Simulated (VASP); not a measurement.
An input for Quantum ESPRESSO's pw.x (written as the equivalent of a VASP run, and not itself run):

```
&CONTROL
  calculation = 'vc-relax'
  pseudo_dir = './pseudo'
  outdir = './out'
  tprnfor = .true.
  tstress = .true.
  nstep = 60
  forc_conv_thr = 0.00078
/
&SYSTEM
  ibrav = 0
  nat = 3
  ntyp = 2
  ecutwfc = 86
  occupations = 'smearing'
  smearing = 'methfessel-paxton'
  degauss = 0.00735
  input_dft = 'pbesol'
/
&ELECTRONS
  conv_thr = 7.3e-08
  electron_maxstep = 100
/
&IONS
/
&CELL
  cell_dofree = 'shape'
/
ATOMIC_SPECIES
  Re 186.207 Re.upf
  Se 78.971 Se.upf
CELL_PARAMETERS angstrom
     3.1425205   -0.0000000   -0.0000000
    -1.5712602    2.7215026   -0.0000000
     0.0000000    0.0000000   27.5845055
ATOMIC_POSITIONS crystal
  Re   0.0000000  0.0000000  0.5000000
  Se   0.3333330  0.6666670  0.5641223
  Se   0.6666670  0.3333330  0.4358777
K_POINTS automatic
  10 10 1 0 0 0
```

Problem. Translate this input to VASP (INCAR, KPOINTS, POSCAR, choice of POTCAR).

Solution. One answer among several that fit: 
INCAR:
```
SYSTEM  =  ReSe2
PREC  =  Accurate; ENCUT  =  400; LREAL  =  .False.
LASPH  =  .True.
EDIFF  =  1E-6; NELM  =  100; ALGO  =  Normal
LMAXMIX  =  6
ISMEAR  =  1; SIGMA  =  0.1
GGA  =  PS
IBRION  =  2; NSW  =  60; ISIF  =  4
EDIFFG  =  -0.02
LWAVE  =  .False.; LCHARG  =  .False.
```

File POSCAR:
```
ReSe2
1
    3.1425204761    -0.0000000000    -0.0000000000
   -1.5712602380     2.7215026293    -0.0000000000
    0.0000000000     0.0000000000    27.5845054590
Re Se
1 2
Direct
  0.0000000000   0.0000000000   0.5000000000
  0.3333330000   0.6666670000   0.5641222979
  0.6666670000   0.3333330000   0.4358777021
```

**KPOINTS**
```
Automatic mesh
0
Gamma
10 10 1
0 0 0
```

POTCAR, in this order: Re Se (PBE.64 set). Program: vasp_std.

The two are equivalent in intent, not identical: the potentials are each code's own (VASP's PAW set, PseudoDojo norm-conserving files in pw.x), so ENCUT and ecutwfc are chosen apart and not converted; conv_thr bounds pw.x's estimated SCF error, while EDIFF bounds the energy change between steps; forc_conv_thr acts on force components and is met together with etot_conv_thr.

The cell is a sheet with vacuum, built from a generated structure.
